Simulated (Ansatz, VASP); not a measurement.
# Cross-check of P between VASP and Ansatz, part 2 of 2

Aim: how closely do two programs agree when they are given the same cell, functional and k mesh? The cell is taken from a series of runs on this material, whose earlier steps may have relaxed, scaled, displaced or heated it; both programs get it as it stands.

VASP 6.6.1 and Ansatz 0.2.0.

So far: The starting structure; VASP: single point, PBEsol; Ansatz: single point, PBEsol.

## 4. Side by side

Known differences besides the potentials themselves: Ansatz cuts the interaction across the vacuum, VASP repeats the sheet with a dipole correction; the cutoff is 420 eV in Ansatz and 400 eV in VASP; Ansatz makes its cores anew for this functional, VASP keeps those of its PBE data sets. Total energies have different zeros and are not compared.

The two programs side by side:

```csv
quantity,Ansatz,VASP,difference
gap on the k mesh (eV),0.708,0.724,-0.015
```

A gap on the mesh is an upper bound, since the band edges may lie between its points. With vacuum in the cell, a pressure given here is an average over mostly empty space and none of the material.

## 5. VASP: single point, r2SCAN

With cell and atoms fixed, the geometry can't cause a difference; cores, projectors, grids and the points listed under the comparison can.

File INCAR:

```
SYSTEM = P
PREC = Accurate
ENCUT = 440
EDIFF = 1E-06
NELM = 120
ISMEAR = 0
SIGMA = 0.01
LREAL = .FALSE.
ALGO = Normal
METAGGA = R2SCAN
LASPH = .TRUE.
NBANDS = 16
LORBIT = 11
LWAVE = .FALSE.
LCHARG = .FALSE.
ISIF = 2
LDIPOL = .TRUE.
IDIPOL = 3
DIPOL = 0.5 0.5 0.5
LVHAR = .TRUE.
GGA_COMPAT = .FALSE.
EFERMI = MIDGAP
NELMDL = -8
LMIXTAU = .TRUE.
```

File POSCAR:

```
P
1.0
    4.4443739300      0.0000000000      0.0000000000
    0.0000000000      3.2826980345      0.0000000000
    0.0000000000      0.0000000000     27.4000000000
P
4
Direct
    0.0828742293      0.0000000000      0.5385560830
    0.4171257707      0.5000000000      0.5385560830
    0.5828742293      0.5000000000      0.4614439170
    0.9171257707      0.0000000000      0.4614439170
```

File KPOINTS:

```
Automatic mesh
0
Gamma
6 8 1
0 0 0
```

PAW data sets: P (PBE family, release 64).

Run with:

```sh
mpirun -np 1 vasp_std
```

Numbers of over 12 decimals in the logs are rounded to 6 here.

What it wrote:

```text
[banner, memory and clock lines left out]
running    1 mpi-ranks, on    1 nodes
[...]
[... a notice as in an earlier step ...]

 LDA part: xc-table for (None), standard interpolation
 POSCAR, INCAR and KPOINTS ok, starting setup
[...]
entering main loop
       N       E                     dE             d eps       ncg     rms          rms(c)
DAV:   1     0.123825903390E+03    0.12383E+03   -0.56250E+03   640   0.746E+02
DAV:   2    -0.229814248078E+02   -0.14681E+03   -0.13715E+03  1048   0.149E+02
DAV:   3    -0.392954672795E+02   -0.16314E+02   -0.16207E+02   848   0.629E+01
DAV:   4    -0.396251843419E+02   -0.32972E+00   -0.32887E+00   920   0.112E+01
[...]
DAV:  82    -0.357518642438E+02   -0.37580E-05   -0.37275E-06   664   0.164E-02    0.708E-04
DAV:  83    -0.357518541419E+02    0.10102E-04   -0.23902E-06   696   0.124E-02    0.622E-04
DAV:  84    -0.357518551311E+02   -0.98925E-06   -0.25037E-07   536   0.536E-03
   1 F= -.35751855E+02 E0= -.35751855E+02  d E =0.000000E+00
```

From OUTCAR (step 5):

```text
  Total        0.3487113      0.6092856     -0.2754841      0.0000000      0.0000000      0.0000000
  in kB        1.3976053      2.4419650     -1.1041167      0.0000000      0.0000000      0.0000000
  external PRESSURE =       0.9118179 kB  Pullay stress =       0.0000000 kB

 POSITION                                       TOTAL-FORCE (eV/Angst)
 -----------------------------------------------------------------------------------
      0.36832      0.00000     14.75644         0.316991      0.000000     -0.061230
      1.85386      1.64135     14.75644        -0.316991      0.000000     -0.061230
      2.59051      1.64135     12.64356         0.316991     -0.000000      0.061230
      4.07605      0.00000     12.64356        -0.316991      0.000000      0.061230
 -----------------------------------------------------------------------------------
    total drift:                               -0.000000      0.000000      0.000000

  FREE ENERGIE OF THE ION-ELECTRON SYSTEM (eV)
  ---------------------------------------------------
  free  energy   TOTEN  =       -35.7518551311 eV

  energy  without entropy=      -35.7518551311  energy(sigma->0) =      -35.75185513

[... 3 further parts left out ...]
[key lines of the parts left out:]
E-fermi :  -2.5338
```

## 6. Ansatz: single point, r2SCAN

The same cell, functional and mesh now go to Ansatz, which takes its cutoff from its data sets.

The cell is taken from a series of runs on this material, whose earlier steps may have relaxed, scaled, displaced or heated it; both programs get it as it stands.

File input.yaml:

```yaml
crystal:
  lattice:
    - [4.44437393, 0.0, 0.0]
    - [0.0, 3.2826980345, 0.0]
    - [0.0, 0.0, 27.4]
  atoms:
    - { symbol: P, position: [0.0828742293, 0.0, 0.538556083] }
    - { symbol: P, position: [0.4171257707, 0.5, 0.538556083] }
    - { symbol: P, position: [0.5828742293, 0.5, 0.461443917] }
    - { symbol: P, position: [0.9171257707, 0.0, 0.461443917] }
  periodic: [true, true, false]
kpoints:
  mp_grid: { grid: [6, 8, 1] }
  band_path:
    path:
      - [0.0, 0.0, 0.0]
      - [0.5, 0.0, 0.0]
      - [0.5, 0.5, 0.0]
      - [0.0, 0.5, 0.0]
      - [0.0, 0.05, 0.0]
    npoints: 1
hamiltonian:
  xc: r2scan
scf:
  occupations: { method: fixed }
  n_extra_bands: 5
output:
  eigenvalues: true
```

Run with:

```sh
ansatz run input.yaml --threads 2 --pin off --max-ram 92160MiB --backend cuda --devices 1 --max-vram 13GiB --events-out ev --progress --plain --runs-dir out
```

What it wrote:

```text
[...]
GPUs: using 1 of 1 available (devices: 1).
[...]
GPU FFT provider: cuFFT
GPU libraries: cuBLAS 13.8.2, cuFFT 12.4.0, cuSOLVER 12.3.4
Crystal: 4 atoms, lattice volume = 399.753 Å³
Basis set: ecut = 500 eV, 10037 PW (Γ), exchange–correlation on 144×96×800 points (64 copies of the dense FFT grid, shifted against one another)
[...]
k-point 1: bands = [... 6 lower, -9.6668, -7.8425, -6.9556, -5.1492, -3.9878, -2.3582, -1.7645 (-1.7645°), -0.7659, ... 1 higher]
  k-point 2: bands = [... 6 lower, -9.3604, -8.2375, -6.8826, -5.5712, -3.6339, -3.4302, -1.5082, -1.1555, ... 1 higher]
  k-point 19: bands = [... 6 lower, -10.1254, -10.1254, -6.4528, -6.4528, -2.4321, -2.4321, -0.5865, -0.5865, ... 1 higher]
  ° read free of the cell's end (the report's vacuum.weakly_bound_levels)
[key lines of the parts left out:]
SCF converged after 6 iterations
Free energy (F): -3036.485615 eV
Fermi energy:    -5.096372 eV
```

## 7. Comparison

What differs besides the data sets and the points named for the pairs above, as far as they apply: VASP keeps PBE cores, Ansatz makes them for the functional; fixed occupations in Ansatz, narrow Gaussian smearing in VASP; the cutoff is 500 eV in Ansatz and 440 eV in VASP. Total energies have different zeros and are not compared.

Both answers:

```csv
quantity,Ansatz,VASP,difference
gap on the k mesh (eV),0.918,0.946,-0.027
```

A gap on the mesh is an upper bound, since the band edges may lie between its points. With vacuum in the cell, a pressure given here is an average over mostly empty space and none of the material.

## 8. Results

```
difference in gap on the k mesh (single point, PBEsol) : -0.015 eV
difference in gap on the k mesh (single point, r2SCAN) : -0.027 eV
```

What this shows: The difference in gap on the k mesh is -0.027 eV (single point, r2SCAN), within the 0.08 eV picked in this series as the mark of a large difference. How closely two codes agree says nothing of how well the functional describes the real material.

[Lines on the potential files, build, host, timing and source positions are cut from VASP's logs without a mark.]

[Logs are printed without paths, hosts, clocks, repeated set-up lines and the standing remarks that a program may print on its own settings, such as how far it seeks lower states.]

[Hosts, paths, dates, database ids (printed as entryN), source tags and the programs' standing remarks are cut or masked in the printed files.]
